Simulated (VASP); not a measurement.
An input for Quantum ESPRESSO's pw.x (written as the equivalent of a VASP run, and not itself run):

```
&CONTROL
  calculation = 'scf'
  pseudo_dir = './pseudo'
  outdir = './out'
  tprnfor = .true.
  tstress = .true.
/
&SYSTEM
  ibrav = 0
  nat = 2
  ntyp = 2
  ecutwfc = 80
  occupations = 'tetrahedra'
  input_dft = 'vdw-df2'
/
&ELECTRONS
  conv_thr = 7.3e-09
  electron_maxstep = 100
/
ATOMIC_SPECIES
  Ga 69.723 Ga.upf
  Sb 121.760 Sb.upf
CELL_PARAMETERS angstrom
    -0.0000000    3.2068187    3.2068187
     3.2068187    0.0000000    3.2068187
     3.2068187    3.2068187    0.0000000
ATOMIC_POSITIONS crystal
  Ga   0.0000000  0.0000000  0.0000000
  Sb   0.2500000  0.2500000  0.2500000
K_POINTS automatic
  11 11 11 0 0 0
```

Question: Write the VASP files for the same calculation (vdW-DF2).

Answer: This is not unique; one that fits is 
File POSCAR:
```
GaSb
1
   -0.0000000000     3.2068187291     3.2068187291
    3.2068187291     0.0000000000     3.2068187291
    3.2068187291     3.2068187291     0.0000000000
Ga Sb
1 1
Direct
  0.0000000000   0.0000000000   0.0000000000
  0.2500000000   0.2500000000   0.2500000000
```

**INCAR**
```
SYSTEM = GaSb
PREC = Accurate; ENCUT = 520; LREAL = .FALSE.
LASPH = .TRUE.
EDIFF = 1E-7; NELM = 100; ALGO = Normal
LMAXMIX = 4
ISMEAR = -5
GGA = ML; LUSE_VDW = .TRUE.; AGGAC = 0.0
ZAB_VDW = -1.8867
ISIF = 2
LWAVE = .FALSE.; LCHARG = .TRUE.; LORBIT = 11
NEDOS = 601
```

### KPOINTS
```
Automatic mesh
0
Gamma
11 11 11
0 0 0
```

POTCAR, in this order: Ga_d Sb (PBE.64 set). Program: vasp_std.

Limits of the translation: the potentials are each code's own (VASP's PAW set, PseudoDojo norm-conserving files in pw.x), so ENCUT and ecutwfc are chosen apart and not converted; conv_thr bounds pw.x's estimated SCF error, while EDIFF bounds the energy change between steps.

The compound is GaSb in the zinc blende structure. It was relaxed first, which changed the volume by +16 %.
